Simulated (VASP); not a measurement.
Level of theory: r2SCAN meta-GGA, VASP's PBE PAW potentials (set 64) (plane waves; VASP).

VASP input:

File POSCAR:
```
SiO2
1.0
  4.2653703624   0.0000000000   0.0000000000
  0.0000000000   4.2653703624   0.0000000000
  0.0000000000   0.0000000000   2.7258740246
Si O
2 4
direct
  0.0000000000   0.0000000000   0.0000000000
  0.5000000000   0.5000000000   0.5000000000
  0.3060169500   0.3060169500   0.0000000000
  0.8060169500   0.1939830500   0.5000000000
  0.1939830500   0.8060169500   0.5000000000
  0.6939830500   0.6939830500   0.0000000000
```

### KPOINTS
```
Automatic mesh
0
Gamma
5 5 8
0 0 0
```

INCAR:
```
! general
SYSTEM   =  SiO2
PREC     =  Accurate
ENCUT    =  520
LREAL    =  .False.   ! projection in real space or not
LASPH    =  .True.

! electronic loop
EDIFF    =  1E-7
NELM     =  100
ALGO     =  Normal   ! blocked Davidson
LMIXTAU  =  .True.

! smearing
ISMEAR   =  0   ! Gaussian
SIGMA    =  0.05   ! width (eV)

! functional
METAGGA  =  R2SCAN

! ions
IBRION   =  2
NSW      =  30   ! most ionic steps
ISIF     =  4
EDIFFG   =  -0.01

! output
LWAVE    =  .False.
LCHARG   =  .False.
```

POTCAR, in this order: Si O (PBE.64 set). Program: vasp_std.

Output of the run:

File OSZICAR:
```
       N       E                     dE             d eps       ncg     rms          rms(c)
DAV:   1     0.145232352108E+03    0.14523E+03   -0.18604E+04  1216   0.157E+03
DAV:   2    -0.656917136715E+02   -0.21092E+03   -0.20500E+03  1616   0.331E+02
DAV:   3    -0.727593108944E+02   -0.70676E+01   -0.70451E+01  1448   0.642E+01
DAV:   4    -0.728129870323E+02   -0.53676E-01   -0.53589E-01  1428   0.635E+00
DAV:   5    -0.728136179925E+02   -0.63096E-03   -0.63086E-03  1368   0.659E-01    0.167E+01
DAV:   6    -0.601106267436E+02    0.12703E+02   -0.10942E+01  1360   0.216E+01    0.885E+00
DAV:   7    -0.581353706081E+02    0.19753E+01   -0.16951E+00  1276   0.128E+01    0.323E+00
DAV:   8    -0.613147740767E+02   -0.31794E+01   -0.12649E+00  1296   0.924E+00    0.189E+00
DAV:   9    -0.582430571284E+02    0.30717E+01   -0.92256E-01  1280   0.704E+00    0.613E-01
DAV:  10    -0.584981856351E+02   -0.25513E+00   -0.83548E-02  1356   0.289E+00    0.480E-01
DAV:  11    -0.585741262040E+02   -0.75941E-01   -0.19643E-02  1392   0.111E+00    0.195E-01
DAV:  12    -0.586280213624E+02   -0.53895E-01   -0.28204E-02  1232   0.208E+00    0.876E-02
DAV:  13    -0.586310884716E+02   -0.30671E-02   -0.20705E-03  1244   0.523E-01    0.628E-02
DAV:  14    -0.586313163727E+02   -0.22790E-03   -0.31880E-04  1428   0.126E-01    0.238E-02
DAV:  15    -0.586312932035E+02    0.23169E-04   -0.10424E-04  1276   0.119E-01    0.674E-03
DAV:  16    -0.586313450928E+02   -0.51889E-04   -0.24837E-05  1276   0.647E-02    0.589E-03
DAV:  17    -0.586313434678E+02    0.16250E-05   -0.16253E-06  1416   0.987E-03    0.164E-03
DAV:  18    -0.586313442382E+02   -0.77039E-06   -0.67015E-07  1320   0.873E-03    0.596E-04
DAV:  19    -0.586313441753E+02    0.62922E-07   -0.50649E-08   748   0.244E-03
   1 F= -.58631344E+02 E0= -.58631344E+02  d E =-.586313E+02
       N       E                     dE             d eps       ncg     rms          rms(c)
DAV:   1    -0.586451918873E+02   -0.13848E-01   -0.81751E+00  1208   0.246E+01    0.916E-01
DAV:   2    -0.586548668315E+02   -0.96749E-02   -0.24614E-01  1416   0.395E+00    0.435E-01
DAV:   3    -0.586483054877E+02    0.65613E-02   -0.60622E-03  1372   0.105E+00    0.202E-01
DAV:   4    -0.586469749037E+02    0.13306E-02   -0.79697E-03  1228   0.952E-01    0.538E-02
DAV:   5    -0.586476060839E+02   -0.63118E-03   -0.48510E-03  1236   0.945E-01    0.298E-02
DAV:   6    -0.586491580784E+02   -0.15520E-02   -0.14379E-03  1236   0.486E-01    0.196E-02
DAV:   7    -0.586492339021E+02   -0.75824E-04   -0.95978E-05  1376   0.964E-02    0.497E-03
DAV:   8    -0.586492413211E+02   -0.74191E-05   -0.11731E-05  1272   0.387E-02    0.378E-03
DAV:   9    -0.586492413892E+02   -0.68065E-07   -0.18950E-06  1316   0.173E-02    0.116E-03
DAV:  10    -0.586492419565E+02   -0.56727E-06   -0.79795E-07  1324   0.973E-03    0.398E-04
DAV:  11    -0.586492421146E+02   -0.15809E-06   -0.69996E-08   764   0.357E-03    0.145E-04
DAV:  12    -0.586492421157E+02   -0.11132E-08   -0.11187E-08   672   0.136E-03
   2 F= -.58649242E+02 E0= -.58649242E+02  d E =-.178979E-01
       N       E                     dE             d eps       ncg     rms          rms(c)
DAV:   1    -0.586493051847E+02   -0.63070E-04   -0.38241E-02  1208   0.168E+00    0.614E-02
DAV:   2    -0.586493472746E+02   -0.42090E-04   -0.11426E-03  1416   0.269E-01    0.301E-02
DAV:   3    -0.586493173763E+02    0.29898E-04   -0.29425E-05  1380   0.733E-02    0.135E-02
DAV:   4    -0.586493110899E+02    0.62865E-05   -0.37425E-05  1232   0.653E-02    0.384E-03
DAV:   5    -0.586493156033E+02   -0.45135E-05   -0.21566E-05  1240   0.627E-02    0.209E-03
DAV:   6    -0.586493217200E+02   -0.61167E-05   -0.53804E-06  1248   0.289E-02    0.116E-03
DAV:   7    -0.586493218016E+02   -0.81613E-07   -0.33108E-07  1272   0.564E-03
   3 F= -.58649322E+02 E0= -.58649322E+02  d E =-.179776E-01
       N       E                     dE             d eps       ncg     rms          rms(c)
DAV:   1    -0.586539186043E+02   -0.45969E-02   -0.41127E-01  1304   0.571E+00    0.464E-01
DAV:   2    -0.586517491234E+02    0.21695E-02   -0.47442E-03  1400   0.621E-01    0.272E-01
DAV:   3    -0.586507085709E+02    0.10406E-02   -0.31026E-03  1332   0.526E-01    0.223E-02
DAV:   4    -0.586507103393E+02   -0.17683E-05   -0.47844E-04  1276   0.248E-01    0.168E-02
DAV:   5    -0.586507412135E+02   -0.30874E-04   -0.13518E-04  1248   0.137E-01    0.124E-02
DAV:   6    -0.586506534867E+02    0.87727E-04   -0.41898E-05  1260   0.725E-02    0.416E-03
DAV:   7    -0.586506784381E+02   -0.24951E-04   -0.92351E-06  1292   0.319E-02    0.208E-03
DAV:   8    -0.586506752708E+02    0.31673E-05   -0.12798E-06  1320   0.133E-02    0.819E-04
DAV:   9    -0.586506762792E+02   -0.10084E-05   -0.48932E-07  1280   0.706E-03    0.190E-04
DAV:  10    -0.586506763004E+02   -0.21235E-07   -0.34506E-08   672   0.190E-03
   4 F= -.58650676E+02 E0= -.58650676E+02  d E =-.135450E-02
       N       E                     dE             d eps       ncg     rms          rms(c)
DAV:   1    -0.586513425312E+02   -0.66625E-03   -0.39612E-02  1304   0.177E+00    0.144E-01
DAV:   2    -0.586511313074E+02    0.21122E-03   -0.45939E-04  1400   0.193E-01    0.845E-02
DAV:   3    -0.586510243144E+02    0.10699E-03   -0.30077E-04  1324   0.164E-01    0.697E-03
DAV:   4    -0.586510300975E+02   -0.57830E-05   -0.46116E-05  1256   0.772E-02    0.540E-03
DAV:   5    -0.586510330169E+02   -0.29194E-05   -0.13039E-05  1260   0.426E-02    0.388E-03
DAV:   6    -0.586510251142E+02    0.79027E-05   -0.39241E-06  1268   0.222E-02    0.132E-03
DAV:   7    -0.586510276858E+02   -0.25716E-05   -0.92703E-07  1284   0.101E-02    0.703E-04
DAV:   8    -0.586510273431E+02    0.34265E-06   -0.14738E-07   796   0.464E-03    0.250E-04
DAV:   9    -0.586510274704E+02   -0.12726E-06   -0.53978E-08   664   0.230E-03    0.829E-05
DAV:  10    -0.586510274685E+02    0.18836E-08   -0.10153E-08   628   0.950E-04
   5 F= -.58651027E+02 E0= -.58651027E+02  d E =-.170567E-02
```

### OUTCAR
```
------------------------ aborting loop because EDIFF is reached ----------------------------------------
  FORCE on cell =-STRESS in cart. coord.  units (eV):
  Direction    XX          YY          ZZ          XY          YZ          ZX
  --------------------------------------------------------------------------------------
  Total       -4.6590475     -4.6590475     -4.6602304      0.0000000      0.0000000      0.0000000
  in kB     -150.5180018   -150.5180018   -150.5562169      0.0000000      0.0000000      0.0000000
  external PRESSURE =    -150.5307401 kB  Pullay stress =       0.0000000 kB
  volume of cell :       49.59
      direct lattice vectors                 reciprocal lattice vectors
     4.288410525 -0.000000000  0.000000000     0.233186630  0.000000000  0.000000000
    -0.000000000  4.288410525  0.000000000     0.000000000  0.233186630  0.000000000
     0.000000000  0.000000000  2.696662332     0.000000000  0.000000000  0.370828779
 POSITION                                       TOTAL-FORCE (eV/Angst)
 -----------------------------------------------------------------------------------
      0.00000     -0.00000      0.00000         0.000000      0.000000      0.000000
      2.14421      2.14421      1.34833         0.000000      0.000000      0.000000
      1.32497      1.32497      0.00000         0.000688      0.000688      0.000000
      3.46918      0.81923      1.34833         0.000688     -0.000688     -0.000000
      0.81923      3.46918      1.34833        -0.000688      0.000688      0.000000
      2.96344      2.96344      0.00000        -0.000688     -0.000688     -0.000000
 -----------------------------------------------------------------------------------
    total drift:                                0.000000      0.000000      0.000000
  FREE ENERGIE OF THE ION-ELECTRON SYSTEM (eV)
  ---------------------------------------------------
  free  energy   TOTEN  =       -58.6510274685 eV

  energy  without entropy=      -58.6510274685  energy(sigma->0) =      -58.65102747

 reached required accuracy - stopping structural energy minimisation
```
(Selected blocks of OUTCAR.)

CONTCAR:
```
SiO2
   1.00000000000000
     4.2884105245127699   -0.0000000000000000    0.0000000000000000
    -0.0000000000000000    4.2884105245127699    0.0000000000000000
     0.0000000000000000    0.0000000000000000    2.6966623316839322
  Si              O
     2     4
Direct
     0.0000000000000000    0.0000000000000000    0.0000000000000000
     0.5000000000000000    0.5000000000000000    0.5000000000000000
     0.3089654527924241    0.3089654527924241    0.0000000000000000
     0.8089654527924242    0.1910345472075758    0.5000000000000000
     0.1910345472075758    0.8089654527924242    0.5000000000000000
     0.6910345472075758    0.6910345472075758    0.0000000000000000
```

The compound is SiO2 in the rutile structure, stishovite, a high-pressure form. This cell is one point of a volume scan, at 1.06 of the reference volume. Symmetry was kept, so distortions that lower it aren't found.
